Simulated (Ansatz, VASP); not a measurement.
## LiMg6Mo in VASP and in Ansatz

The input INCAR:

```
PREC     = Accurate       # precision mode
ENCUT    = 520            # plane-wave cutoff, eV
EDIFF    = 1E-7           # SCF threshold, eV
ISMEAR   = -1             # smearing method
SIGMA    = 0.05           # smearing width, eV
LREAL    = False          # projectors in reciprocal space
LASPH    = True           # aspherical terms in the spheres
NELM     = 60             # most SCF steps
ALGO     = Normal         # electronic algorithm
ISIF     = 2              # what is computed and relaxed
LWAVE    = False          # write WAVECAR
LCHARG   = False          # write CHGCAR
GGA      = PE             # functional
NBANDS   = 24             # bands
```

The input KPOINTS:

```
regular mesh
0
Gamma
  6 5 5
```

Contents of POSCAR:

```
LiMg6Mo
1.0
    4.4244793325      0.0000000000      0.0000000000
    0.0000000000      4.3385973444      4.4543957923
    0.0000000000     -4.3385973444      4.4543957923
Mo Mg Li
1 6 1
Direct
    0.0000000000      0.1226350000      0.1226350000
    0.5000000000      0.3540820000      0.3540820000
    0.5000000000      0.8929720000      0.8929720000
    0.5000000000      0.3674410000      0.8804880000
    0.5000000000      0.8804880000      0.3674410000
    0.0000000000      0.1282850000      0.6225930000
    0.0000000000      0.6225930000      0.1282850000
    0.0000000000      0.6315080000      0.6315080000
```

File input.yaml:

```yaml
crystal:
  lattice:
    - [4.4244793325, 0.0, 0.0]
    - [0.0, 4.3385973444, 4.4543957923]
    - [0.0, -4.3385973444, 4.4543957923]
  atoms:
    - { symbol: Mo, position: [0.0, 0.122635, 0.122635] }
    - { symbol: Mg, position: [0.5, 0.354082, 0.354082] }
    - { symbol: Mg, position: [0.5, 0.892972, 0.892972] }
    - { symbol: Mg, position: [0.5, 0.367441, 0.880488] }
    - { symbol: Mg, position: [0.5, 0.880488, 0.367441] }
    - { symbol: Mg, position: [0.0, 0.128285, 0.622593] }
    - { symbol: Mg, position: [0.0, 0.622593, 0.128285] }
    - { symbol: Li, position: [0.0, 0.631508, 0.631508] }
hamiltonian:
  xc: pbe
  pseudopotentials: { kind: paw }
kpoints:
  mp_grid: { grid: [6, 5, 5] }
scf:
  occupations: { method: fermi_dirac, width: 0.05 }
output:
  forces: true
  stress: true
  eigenvalues: true
  write_density: true
  write_potential: true
  elf: true
  volumetric_format: npy
```

Change from the starting cell: volume scaled by 1.06.

Alike in both runs: task single point; functional PBE; k mesh 6 × 5 × 5; occupations fermi-dirac, width 0.05 eV; no spin polarisation.

```csv
,VASP,Ansatz
version,VASP 6.6.1,Ansatz 0.2.0
potentials or method,"VASP PAW PBE potentials, release 64 (Mo_sv, Mg, Li_sv)",Ansatz PAW
plane-wave cutoff (eV),520,420
valence electrons in the cell,29,77
```

Ansatz gave:

```
gap on the k mesh at the Fermi level (eV) : none
rms of the force components (eV/Å)        : 0.048
```

**Question.** Estimate VASP's values.

**Answer.** gap on the k mesh at the Fermi level (eV): none; rms of the force components (eV/Å): 0.049.

Atom by atom the forces differ by 0.000 eV/Å (rms over components). A gap of «none» marks a metal or a gap that the smearing closes. The two sets of potentials don't hold the same shells in valence.
